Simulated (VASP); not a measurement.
Output of a VASP run:

### OSZICAR
```
       N       E                     dE             d eps       ncg     rms          rms(c)
DAV:   1     0.955031601025E+02    0.95503E+02   -0.82419E+03  2328   0.979E+02
DAV:   2    -0.118642291938E+02   -0.10737E+03   -0.10506E+03  2966   0.212E+02
DAV:   3    -0.155556610525E+02   -0.36914E+01   -0.36785E+01  2777   0.430E+01
DAV:   4    -0.155810563539E+02   -0.25395E-01   -0.25390E-01  2840   0.388E+00
DAV:   5    -0.155813625021E+02   -0.30615E-03   -0.30614E-03  2833   0.399E-01    0.131E+01
DAV:   6    -0.150028568244E+02    0.57851E+00   -0.51289E+00  2294   0.222E+01    0.768E+00
DAV:   7    -0.148151437835E+02    0.18771E+00   -0.92371E-01  2287   0.102E+01    0.385E+00
DAV:   8    -0.147979986587E+02    0.17145E-01   -0.64150E-02  2469   0.188E+00    0.844E-01
DAV:   9    -0.147945362462E+02    0.34624E-02   -0.10892E-02  2602   0.113E+00    0.182E-01
DAV:  10    -0.147947058597E+02   -0.16961E-03   -0.14911E-03  2693   0.279E-01    0.453E-02
DAV:  11    -0.147947134017E+02   -0.75420E-05   -0.45313E-05  2952   0.586E-02    0.283E-02
DAV:  12    -0.147947159134E+02   -0.25117E-05   -0.96276E-06  2623   0.260E-02    0.546E-03
DAV:  13    -0.147947163445E+02   -0.43111E-06   -0.14014E-06  2176   0.830E-03
   1 F= -.14794716E+02 E0= -.14794618E+02  d E =-.197274E-03
```

### OUTCAR
```
------------------------ aborting loop because EDIFF is reached ----------------------------------------
  FORCE on cell =-STRESS in cart. coord.  units (eV):
  Direction    XX          YY          ZZ          XY          YZ          ZX
  --------------------------------------------------------------------------------------
  Total        2.4754021      0.3586235     -0.0144743      0.4579846      0.7493075      0.7969671
  in kB       64.9862348      9.4148705     -0.3799918     12.0233788     19.6714198     20.9226170
  external PRESSURE =      24.6737045 kB  Pullay stress =       0.0000000 kB
  volume of cell :       61.03
      direct lattice vectors                 reciprocal lattice vectors
     1.815187000 -3.256899000  0.000000000     0.275453714 -0.153520266  0.000000000
     1.815187000  3.256899000  0.000000000     0.275453714  0.153520266  0.000000000
     0.000000000  0.000000000  5.161540000     0.000000000  0.000000000  0.193740628
 POSITION                                       TOTAL-FORCE (eV/Angst)
 -----------------------------------------------------------------------------------
      0.00000      0.00000      0.00000         0.610983      0.036628      0.046284
      1.81519      1.08564      1.31619         0.022880      0.205062      0.146733
      1.88724     -1.08564      3.84535        -0.633863     -0.241691     -0.193017
 -----------------------------------------------------------------------------------
    total drift:                                0.000029      0.000003     -0.000005
  FREE ENERGIE OF THE ION-ELECTRON SYSTEM (eV)
  ---------------------------------------------------
  free  energy   TOTEN  =       -14.7947163445 eV

  energy  without entropy=      -14.7945190709  energy(sigma->0) =      -14.79461771
```
(Selected blocks of OUTCAR.)

### POSCAR
```
PtSe2
1
    1.8151870000    -3.2568990000     0.0000000000
    1.8151870000     3.2568990000     0.0000000000
    0.0000000000     0.0000000000     5.1615400000
Pt Se
1 2
Direct
  0.0000000000   0.0000000000   0.0000000000
  0.3333330000   0.6666670000   0.2550000000
  0.6865150000   0.3531810000   0.7450000000
```

Reconstruct the remaining input files.

Several could match; the one computed here: the input of the run itself, PBE GGA, plane waves, VASP's PBE PAW potentials (set 64).

INCAR:
```
ALGO = Normal
EDIFF = 1E-6
ENCUT = 400
GGA = PE
ISIF = 2
ISMEAR = 0
LASPH = T
LCHARG = F
LMAXMIX = 6
LREAL = F
LWAVE = F
NELECT = 21.9
NELM = 100
PREC = Accurate
SIGMA = 0.05
SYSTEM = PtSe2
```

**KPOINTS**
```
Automatic
0
Gamma
  6 6 4
```

POTCAR, in this order: Pt Se (PBE.64 set). Program: vasp_std.

The cell is charged, with a uniform compensating background.

The compound is PtSe2 in the 1T layered structure. The cell was not relaxed at this level, atoms are displaced from their ideal sites. The k-mesh is coarse (spacing up to 0.33 per Å, 2π included), so the numbers may not be converged in it. The run is one of a series of settings (NELECT = 21.9 against the base run), some of them coarse on purpose.
